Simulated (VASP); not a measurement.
# MoI: relaxation of cell and atoms with LDA

MoI:

```
Mo I
1.0
     3.62326    0.00000    0.00000
     0.00000    3.62326    0.00000
     0.00000    0.00000    5.04208
Mo I
1 1
Cartesian
  1.8116 1.8116 2.5210
  0.0000 0.0000 2.5210
```

The cell was built by a generator and needn't be a form met in nature.

```
Program                : VASP 6.6.1
Task                   : relaxation of cell and atoms
Functional             : LDA
Potentials or basis    : VASP PAW LDA potentials, release 64 (Mo_sv, I)
Cutoff                 : 600 eV
k mesh                 : 5 × 5 × 4
Occupations            : fermi-dirac, width 0.05 eV
Spin                   : spin-orbit coupling, no magnetisation
Further INCAR settings : ALGO = Normal; EDIFF = 1e-06; IBRION = 2; EDIFFG = -0.01; NSW = 60; ISIF = 3
```

```yaml
Relaxed_volume: 22.50 Å³/atom
Relaxed_cell: a = 3.788 Å, b = 3.788 Å, c = 3.136 Å, α = 90.00°, β = 90.00°, γ = 90.00°
Space_group_after_relaxing_to_0.05_Å: P4/mmm (No. 123)
Energy_gained_by_relaxing: 667.6 meV/atom
Ionic_steps: 17
Pressure_after_relaxing: 0.0 GPa
Valence_electrons_inside_the_program's_atomic_spheres: Mo 12.39; I 4.39
```

The path:
| step | energy change (eV) | largest force (eV/Å) | pressure (GPa) | volume (Å³) |
| --- | --- | --- | --- | --- |
| 1 | 0.0000 | 0.0000 | 5.97 | 66.19 |
| 2 | 0.1640 | 0.0000 | -8.19 | 78.24 |
| 3 | -0.1644 | 0.0000 | -1.98 | 70.81 |
| 4 | -0.1649 | 0.0000 | -1.69 | 70.57 |
| 5 | -0.2288 | 0.0000 | -2.06 | 68.13 |
| 6 | -0.5014 | 0.0000 | -3.31 | 60.75 |
| 7 | -1.3300 | 0.0000 | -1.23 | 45.76 |
| 8 | -1.0935 | 0.0000 | 8.88 | 40.31 |
| 9 | -1.3227 | 0.0000 | 0.85 | 44.33 |
| 10 | -1.3346 | 0.0000 | -0.56 | 45.25 |
| 11 | -1.3237 | 0.0000 | 2.42 | 44.21 |
| 12 | -1.3350 | 0.0000 | -0.12 | 45.08 |
| 13 | -1.3350 | 0.0000 | -0.14 | 45.08 |
| 14 | -1.3323 | 0.0000 | 1.11 | 44.64 |
| 15 | -1.3350 | 0.0000 | -0.10 | 45.07 |
| 16 | -1.3349 | 0.0000 | 0.24 | 44.85 |
| 17 | -1.3351 | 0.0000 | 0.01 | 44.99 |

Final structure:
```yaml
crystal:
  lattice:
    - [3.78789, 0.00000, 0.00000]
    - [0.00000, 3.78789, 0.00000]
    - [0.00000, 0.00000, 3.13593]
  atoms:
    - { symbol: Mo, position: [0.50000, 0.50000, 0.50000] }
    - { symbol: I, position: [0.00000, 0.00000, 0.50000] }
```

Wall time 17 min on 1 thread of Intel(R) Xeon(R) Platinum 8259CL CPU @ 2.50GHz (Skylake/Cascade Lake), with other jobs on the host, peak memory 0.31 GiB.

Caveat: the volume moved by over 15 % at a fixed basis, so the end points are rough.
